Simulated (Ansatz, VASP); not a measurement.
# Ge2SeN2: VASP beside Ansatz, part 2 of 2

One calculation is typed for both programs; each brings its own data sets. How far apart do they land? The cell is taken from a series of runs on this material, whose earlier steps may have relaxed, scaled, displaced or heated it; both programs get it as it stands.

VASP 6.6.1 and Ansatz 0.2.0.

So far: Starting point; Ansatz: single point, HSE06.

### 3. VASP: single point, HSE06

Level of this step: HSE06; plane waves and PAW (Ge_d, Se, N) (VASP).

The same cell, functional and mesh now go to VASP, with its own data sets.

Lines of VASP's logs that name or quote its potential files are left out, and so is its time.

The run reads the wave functions of an earlier VASP run, which isn't shown here.

INCAR reads:

```
SYSTEM = Ge2SeN2
PREC = Accurate
ENCUT = 520
EDIFF = 1E-06
NELM = 100
ISMEAR = 0
SIGMA = 0.01
LREAL = .FALSE.
ALGO = Normal
LHFCALC = .TRUE.
AEXX = 0.25
GGA = PE
HFSCREEN = 0.208
LASPH = .TRUE.
NBANDS = 54
PRECFOCK = Fast
LORBIT = 11
LWAVE = .FALSE.
LCHARG = .FALSE.
KPAR = 8
NCORE = 2
ISIF = 2
```

POSCAR reads:

```
Ge2SeN2
1.0
    5.6390191657     -2.9515389733      0.0000000000
    5.6390191657      2.9515389733      0.0000000000
    0.0000000000      0.0000000000      5.1832370000
Ge Se N
4 2 4
Direct
    0.3338190000      0.0340300000      0.3337200000
    0.9659700000      0.6661810000      0.3337200000
    0.6661810000      0.9659700000      0.8337200000
    0.0340300000      0.3338190000      0.8337200000
    0.2898020000      0.7101980000      0.1740270000
    0.7101980000      0.2898020000      0.6740270000
    0.3467340000      0.0905590000      0.6812670000
    0.9094410000      0.6532660000      0.6812670000
    0.6532660000      0.9094410000      0.1812670000
    0.0905590000      0.3467340000      0.1812670000
```

KPOINTS reads:

```
Automatic mesh
0
Gamma
4 4 4
0 0 0
```

Potentials, in the order of the species: Ge_d, Se and N (PBE family, release 64).

Run with:

```sh
$ mpirun -np 16 vasp_std
```

Numbers of over 12 decimals in the logs are rounded to 6 here.

The program printed:

```text
[banner, memory and clock lines left out]
running   16 mpi-ranks, on    1 nodes
 distrk:  each k-point on    2 cores,    8 groups
 distr:  one band on    2 cores,    1 groups

 POSCAR found type information on POSCAR GeSeN
 POSCAR found :  3 types and      10 ions
 LDA part: xc-table for (Slater+PW92), standard interpolation
 found WAVECAR, reading the header
 POSCAR, INCAR and KPOINTS ok, starting setup
 FFT: planning ... GRIDC
 FFT: planning ... GRID_SOFT
 FFT: planning ... GRID
 reading WAVECAR
 the WAVECAR file was read successfully
 initial charge from wavefunction
 entering main loop
       N       E                     dE             d eps       ncg     rms          rms(c)
DAV:   1    -0.723719685230E+02   -0.72372E+02   -0.30574E+00  3008   0.240E+01    0.231E+00
DAV:   2    -0.724076813045E+02   -0.35713E-01   -0.35049E-01  2842   0.424E+00    0.183E+00
DAV:   3    -0.723988206225E+02    0.88607E-02   -0.24232E-02  2920   0.138E+00    0.118E+00
DAV:   4    -0.723956808749E+02    0.31397E-02   -0.56758E-03  2666   0.533E-01    0.706E-01
DAV:   5    -0.723949253173E+02    0.75556E-03   -0.95723E-04  2858   0.216E-01    0.405E-01
DAV:   6    -0.723946398580E+02    0.28546E-03   -0.19790E-04  2828   0.116E-01    0.230E-01
DAV:   7    -0.723945457945E+02    0.94063E-04   -0.74267E-05  3002   0.554E-02    0.129E-01
DAV:   8    -0.723945137203E+02    0.32074E-04   -0.15531E-05  2770   0.253E-02    0.731E-02
DAV:   9    -0.723945024293E+02    0.11291E-04   -0.53862E-06  2330   0.130E-02    0.413E-02
DAV:  10    -0.723944985230E+02    0.39063E-05   -0.18191E-06  1862   0.740E-03    0.235E-02
DAV:  11    -0.723944971004E+02    0.14226E-05   -0.74342E-07  1488   0.491E-03    0.134E-02
DAV:  12    -0.723944965741E+02    0.52629E-06   -0.33824E-07  1398   0.370E-03
   1 F= -.72394497E+02 E0= -.72394497E+02  d E =-.239170E-21
```

OUTCAR, selected parts (step 3):

```text
ion  position               nearest neighbor table
   1  0.334  0.034  0.334-   7 1.85  10 1.86   9 1.88   5 2.38
   2  0.966  0.666  0.334-   8 1.85   9 1.86  10 1.88   5 2.38
   3  0.666  0.966  0.834-   9 1.85   8 1.86   7 1.88   6 2.38
   4  0.034  0.334  0.834-  10 1.85   7 1.86   8 1.88   6 2.38
   5  0.290  0.710  0.174-   1 2.38   2 2.38
   6  0.710  0.290  0.674-   3 2.38   4 2.38
   7  0.347  0.091  0.681-   1 1.85   4 1.86   3 1.88
   8  0.909  0.653  0.681-   2 1.85   3 1.86   4 1.88
   9  0.653  0.909  0.181-   3 1.85   2 1.86   1 1.88
  10  0.091  0.347  0.181-   4 1.85   1 1.86   2 1.88

  LATTYP: Found a base centered orthorhombic cell.
 ALAT       =     5.9030779466
 B/A-ratio  =     1.9105352214
 C/A-ratio  =     0.8780566760

 Subroutine GETGRP returns: Found  4 space group operations
 (whereof  2 operations were pure point group operations)

The static configuration has the point symmetry C_1h.
 The point group associated with its full space group is C_2v.

 Found     21 irreducible k-points:

   k-points           NKPTS =     21   k-points in BZ     NKDIM =     64   number of bands    NBANDS=     54

   dimension x,y,z NGX =    48 NGY =   48 NGZ =   40
   dimension x,y,z NGXF=    96 NGYF=   96 NGZF=   80

   ENCUT  =  520.0 eV  38.22 Ry    6.18 a.u.  11.83 11.83  9.64*2*pi/ulx,y,z

   NELECT =      88.0000    total number of electrons

 k-points in reciprocal lattice and weights: Automatic mesh
   0.00000000  0.00000000  0.00000000       0.016
   0.25000000  0.00000000  0.00000000       0.062
   0.50000000  0.00000000  0.00000000       0.031
   0.25000000  0.25000000  0.00000000       0.031
   0.50000000  0.25000000  0.00000000       0.062
  -0.25000000  0.25000000  0.00000000       0.031
   0.50000000  0.50000000  0.00000000       0.016
   0.00000000  0.00000000  0.25000000       0.031
   0.25000000  0.00000000  0.25000000       0.125
[...]
-0.25000000  0.25000000  0.50000000       0.031
   0.50000000  0.50000000  0.50000000       0.016

  exchange ACFDT corr.  =         0.00000000  see jH, gK, PRB 81, 115126

 average (electrostatic) potential at core
       1 -69.0054       2 -69.0054       3 -69.0054       4 -69.0054       5 -50.3051
       6 -50.3051       7 -59.7856       8 -59.7856       9 -59.7856      10 -59.7856

 E-fermi :   2.6013

 k-point     1 :       0.0000    0.0000    0.0000
  band No.  band energies     occupation
    ...
     40       1.2640      2.00000
     41       1.3662      2.00000
     42       2.1634      2.00000
     43       2.2605      2.00000
     44       2.3864      2.00000
     45       5.2973      0.00000
     46       6.6634      0.00000
     47       6.6951      0.00000
     48       8.1541      0.00000
     49       8.2548      0.00000
    ...

 k-point     2 :       0.2500    0.0000    0.0000
  band No.  band energies     occupation
    ...
     40       1.1523      2.00000
     41       1.3478      2.00000
     42       1.5901      2.00000
     43       2.1580      2.00000
     44       2.3421      2.00000
     45       6.0796      0.00000
     46       6.8048      0.00000
     47       7.1630      0.00000
     48       8.2413      0.00000
     49       8.7092      0.00000
    ...

 k-point     3 :       0.5000    0.0000    0.0000
  band No.  band energies     occupation
    ...
     40       0.9014      2.00000
     41       1.0379      2.00000
     42       1.2006      2.00000
     43       2.1070      2.00000
     44       2.4095      2.00000
     45       6.9467      0.00000
     46       7.0138      0.00000
     47       7.5266      0.00000
     48       8.2825      0.00000
     49       8.8280      0.00000
    ...

  Total       -4.4332561     -5.0317161     -5.1903278      0.0000000      0.0000000      0.0000000
  in kB      -41.1670972    -46.7243806    -48.1972450      0.0000000      0.0000000      0.0000000
  external PRESSURE =     -45.3629076 kB  Pullay stress =       0.0000000 kB

  energy-cutoff  :      520.00
  volume of cell :      172.54
      direct lattice vectors                 reciprocal lattice vectors
     5.639019166 -2.951538973  0.000000000     0.088667902 -0.169403150  0.000000000
     5.639019166  2.951538973  0.000000000     0.088667902  0.169403150  0.000000000
     0.000000000  0.000000000  5.183237000     0.000000000  0.000000000  0.192929631

 POSITION                                       TOTAL-FORCE (eV/Angst)
 -----------------------------------------------------------------------------------
      2.07431     -0.88484      1.72975         0.181439      0.020641     -0.026176
      9.20373     -0.88484      1.72975        -0.181439      0.020641     -0.026176
      9.20373      0.88484      4.32137        -0.181439     -0.020641     -0.026176
      2.07431      0.88484      4.32137         0.181439     -0.020641     -0.026176
      5.63902      1.24082      0.90202         0.000000      0.265029      0.234070
      5.63902     -1.24082      3.49364         0.000000     -0.265029      0.234070
      2.46590     -0.75611      3.53117         0.033367      0.062826     -0.090860
      8.81213     -0.75611      3.53117        -0.033367      0.062826     -0.090860
      8.81213      0.75611      0.93955        -0.033367     -0.062826     -0.090860
      2.46590      0.75611      0.93955         0.033367     -0.062826     -0.090860
 -----------------------------------------------------------------------------------
    total drift:                               -0.000005      0.000000      0.003645

  FREE ENERGIE OF THE ION-ELECTRON SYSTEM (eV)
  ---------------------------------------------------
  free  energy   TOTEN  =       -72.3944965741 eV

  energy  without entropy=      -72.3944965741  energy(sigma->0) =      -72.39449657

 total charge
# of ion       s       p       d       tot
------------------------------------------
    1        1.006   1.249  10.282  12.537
    2        1.006   1.249  10.282  12.537
    3        1.006   1.249  10.282  12.537
    4        1.006   1.249  10.282  12.537
    5        1.490   2.382   0.033   3.905
    6        1.490   2.382   0.033   3.905
    7        1.223   2.563   0.000   3.785
    8        1.223   2.563   0.000   3.785
    9        1.223   2.563   0.000   3.785
   10        1.223   2.563   0.000   3.785
--------------------------------------------------
tot         11.896  20.010  41.191  73.098

[... 3 further parts left out ...]
```

The run ends at a pressure of -4.54 GPa, with forces up to 0.35 eV/Å.

### 4. Differences

Known differences besides the potentials themselves: exact exchange at q = 0 is treated differently, which shows on coarse meshes; VASP keeps PBE cores, Ansatz makes them for the functional; fixed occupations in Ansatz, narrow Gaussian smearing in VASP; the data sets hold 108 valence electrons in Ansatz (on its PAW soft_1 files) and 88 in VASP; the cutoff is 420 eV in Ansatz and 520 eV in VASP; VASP takes a coarser grid for exact exchange (PRECFOCK = Fast). Total energies have different zeros and are not compared.

Compared:

```csv
quantity,Ansatz,VASP,difference
gap on the k mesh (eV),2.745,2.761,-0.016
```

A gap on the mesh is an upper bound, since the band edges may lie between its points.

### 5. Outcome

| Quantity | Value |
| --- | --- |
| difference in gap on the k mesh (single point, HSE06) | -0.016 eV |

What this shows: The difference in gap on the k mesh is -0.016 eV (single point, HSE06), within the 0.08 eV picked in this series as the mark of a large difference. The data sets hold unlike numbers of valence electrons (108 in Ansatz and 88 in VASP), so part of the differences comes from the potentials. How closely two codes agree says nothing of how well the functional describes the real material.

[Lines on the potential files, build, host, timing and source positions are cut from VASP's logs without a mark.]

[Logs are printed without paths, hosts, clocks, repeated set-up lines and the standing remarks that a program may print on its own settings, such as how far it seeks lower states.]

[Hosts, paths, dates, database ids (printed as entryN), source tags and the programs' standing remarks are cut or masked in the printed files.]
